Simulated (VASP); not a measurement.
Output of a VASP run:

**OSZICAR**
```
       N       E                     dE             d eps       ncg     rms          rms(c)
DAV:   1     0.845823561323E+01    0.84582E+01   -0.40612E+03   792   0.838E+02
DAV:   2    -0.142552374083E+02   -0.22713E+02   -0.21361E+02  1112   0.109E+02
DAV:   3    -0.146775209815E+02   -0.42228E+00   -0.42228E+00   864   0.185E+01
DAV:   4    -0.146791135911E+02   -0.15926E-02   -0.15926E-02  1192   0.121E+00
DAV:   5    -0.146791143177E+02   -0.72664E-06   -0.72664E-06   872   0.207E-02    0.823E+00
DAV:   6    -0.131117157217E+02    0.15674E+01   -0.70175E+00   848   0.145E+01    0.368E+00
DAV:   7    -0.130737060433E+02    0.38010E-01   -0.27332E-01  1128   0.374E+00    0.173E+00
DAV:   8    -0.130663034914E+02    0.74026E-02   -0.17871E-02   800   0.123E+00    0.152E-01
DAV:   9    -0.130664698415E+02   -0.16635E-03   -0.82019E-04  1216   0.225E-01    0.108E-01
DAV:  10    -0.130665605983E+02   -0.90757E-04   -0.17619E-04   912   0.107E-01    0.201E-02
DAV:  11    -0.130665600267E+02    0.57154E-06   -0.32948E-05  1016   0.345E-02    0.628E-03
DAV:  12    -0.130665604227E+02   -0.39596E-06   -0.11590E-06   872   0.850E-03    0.143E-03
DAV:  13    -0.130665604660E+02   -0.43298E-07   -0.67186E-08   600   0.241E-03
   1 F= -.13066560E+02 E0= -.13066560E+02  d E =-.273185E-12
```

File OUTCAR:
```
------------------------ aborting loop because EDIFF is reached ----------------------------------------
  FORCE on cell =-STRESS in cart. coord.  units (eV):
  Direction    XX          YY          ZZ          XY          YZ          ZX
  --------------------------------------------------------------------------------------
  Total       -1.5568870     -1.5568870     -1.5568870     -0.0000000     -0.0000000     -0.0000000
  in kB     -112.8257895   -112.8257895   -112.8257895     -0.0000000     -0.0000000     -0.0000000
  external PRESSURE =    -112.8257895 kB  Pullay stress =       0.0000000 kB
  volume of cell :       22.11
      direct lattice vectors                 reciprocal lattice vectors
     0.000000000  2.227630213  2.227630213    -0.224453770  0.224453770  0.224453770
     2.227630213  0.000000000  2.227630213     0.224453770 -0.224453770  0.224453770
     2.227630213  2.227630213  0.000000000     0.224453770  0.224453770 -0.224453770
  FREE ENERGIE OF THE ION-ELECTRON SYSTEM (eV)
  ---------------------------------------------------
  free  energy   TOTEN  =       -13.0665604660 eV

  energy  without entropy=      -13.0665604660  energy(sigma->0) =      -13.06656047
```
(Selected blocks of OUTCAR.)

**POSCAR**
```
SiC
1
    0.0000000000     2.2276302130     2.2276302130
    2.2276302130     0.0000000000     2.2276302130
    2.2276302130     2.2276302130     0.0000000000
Si C
1 1
Direct
  0.0000000000   0.0000000000   0.0000000000
  0.2500000000   0.2500000000   0.2500000000
```

Q: Write an INCAR and KPOINTS that could have produced this output.

A: Several could match; the one computed here: the input of the run itself, vdW-DF-cx, plane waves, VASP's PBE PAW potentials (set 64).

INCAR:
```
SYSTEM = SiC
PREC = Accurate
ENCUT = 520
EDIFF = 1E-7
NELM = 100
ALGO = Normal
LREAL = .FALSE.
LASPH = .TRUE.
ISMEAR = 0
SIGMA = 0.05
GGA = CX
LUSE_VDW = .TRUE.
AGGAC = 0.0
LWAVE = .FALSE.
LCHARG = .FALSE.
ISIF = 2
```

KPOINTS:
```
Automatic mesh
0
Gamma
10 10 10
0 0 0
```

POTCAR, in this order: Si C (PBE.64 set). Program: vasp_std.

The compound is SiC in the zinc blende structure. This cell is one point of a volume scan, at 1.06 of the reference volume.
